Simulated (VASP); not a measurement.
Level of theory: revPBE GGA, VASP's PBE PAW potentials (set 64) (plane waves; VASP).

VASP input:

File KPOINTS:
```
K-points
0
G
 7 7 4
```

### INCAR
```
# general
SYSTEM  = CdS
PREC    = Accurate
ENCUT   = 520
LREAL   = .FALSE.
LASPH   = .TRUE.

# electronic loop
EDIFF   = 1E-7
NELM    = 100
ALGO    = Normal
LMAXMIX = 4

# smearing
ISMEAR  = -5

# functional
GGA     = RE

# ions
ISIF    = 2

# output
LWAVE   = .FALSE.
LCHARG  = .TRUE.
LORBIT  = 11
NEDOS   = 601

# other
LEFG    = .TRUE.
```

POSCAR:
```
CdS
1
    2.1236352513    -3.6782439670     0.0000000000
    2.1236352513     3.6782439670     0.0000000000
    0.0000000000     0.0000000000     6.8976676745
Cd S
2 2
Direct
  0.6666670000   0.3333330000   0.4999970742
  0.3333330000   0.6666670000   0.9999970742
  0.6666670000   0.3333330000   0.8770029258
  0.3333330000   0.6666670000   0.3770029258
```

POTCAR, in this order: Cd S (PBE.64 set). Program: vasp_std.

Task: Estimate the energy per atom (σ→0).

Result: 
```yaml
energy per atom (σ→0): -2.797 eV/atom
```

### OSZICAR
```
...
DAV:  10    -0.111893824983E+02   -0.73304E-03   -0.19267E-03  1140   0.440E-01    0.139E-01
DAV:  11    -0.111897514152E+02   -0.36892E-03   -0.52212E-04  1282   0.154E-01    0.100E-01
DAV:  12    -0.111898245222E+02   -0.73107E-04   -0.36828E-04  1170   0.135E-01    0.108E-02
DAV:  13    -0.111898297767E+02   -0.52544E-05   -0.23461E-05  1284   0.388E-02    0.608E-03
DAV:  14    -0.111898329278E+02   -0.31511E-05   -0.56416E-06  1164   0.185E-02    0.639E-03
DAV:  15    -0.111898328503E+02    0.77498E-07   -0.31732E-06  1176   0.159E-02    0.175E-03
DAV:  16    -0.111898328295E+02    0.20849E-07   -0.29319E-07  1098   0.325E-03
   1 F= -.11189833E+02 E0= -.11189833E+02  d E =0.000000E+00
```

The compound is CdS in the wurtzite structure. It was relaxed first, which changed the volume by +8 %.
